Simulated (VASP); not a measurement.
Here is a VASP 6.6.1 calculation.

The input POSCAR:

```
NaBiF3
1.0
    3.9863261400      0.0075332400     -0.0664960000
    0.0075332400      3.9548890800      0.0224385600
   -0.0664960000      0.0224385600      3.9140864600
Na Bi F
1 1 3
Direct
    0.4971540000      0.4847160000      0.4947010000
    0.9855090000      0.0563330000      0.0424020000
    0.5432410000      0.9786010000      0.0153040000
    0.9776660000      0.5218750000      0.9715910000
    0.0167040000      0.0112410000      0.5389240000
```

INCAR.step1

```
ALGO = Normal
EDIFF = 1E-4
ENCUT = 520
GGA = PE
ISMEAR = 1
LASPH = T
LCHARG = F
LREAL = F
LWAVE = T
NBANDS = 30
NELM = 100
PREC = Accurate
SIGMA = 0.0111
```

Contents of INCAR.step2:

```
ALGO = Normal
EDIFF = 1E-6
ENCUT = 520
ISIF = 2
ISMEAR = 1
ISTART = 1
LASPH = T
LCHARG = F
LMIXTAU = T
LREAL = F
LWAVE = F
METAGGA = R2SCAN
NBANDS = 30
NELM = 100
PREC = Accurate
SIGMA = 0.0111
```

File KPOINTS:

```
Automatic mesh
0
Gamma
  5 5 5
  0.5 0 0
```

Potentials or basis: VASP PAW PBE potentials, release 64 (Na_pv, Bi_d, F).

Command:

```console
$ cat potpaw_PBE.64/Na_pv/POTCAR potpaw_PBE.64/Bi_d/POTCAR potpaw_PBE.64/F/POTCAR > POTCAR
$ cp INCAR.step1 INCAR
$ mpirun -np 1 vasp_std > vasp.out
$ cp INCAR.step2 INCAR
$ mpirun -np 1 vasp_std > vasp.out
```

(1) Predict the largest force.

(2) Estimate the pressure.

(3) Estimate the band gap on the k mesh.

Results:

(1) 9.299 eV/Å.

(2) 90.1 GPa.

(3) none (metal or under the smearing width).

Caveat: a pressure of tens of GPa on the cell as given is suspect, and the run, the potentials or the cell itself is likely at fault; the PAW data sets were made with another functional, which shifts forces and pressure a little; spin-orbit coupling is left out, which moves the levels of the heavy elements; an odd number of electrons without spin polarisation forces a metal; a magnetic or distorted state may lie lower.
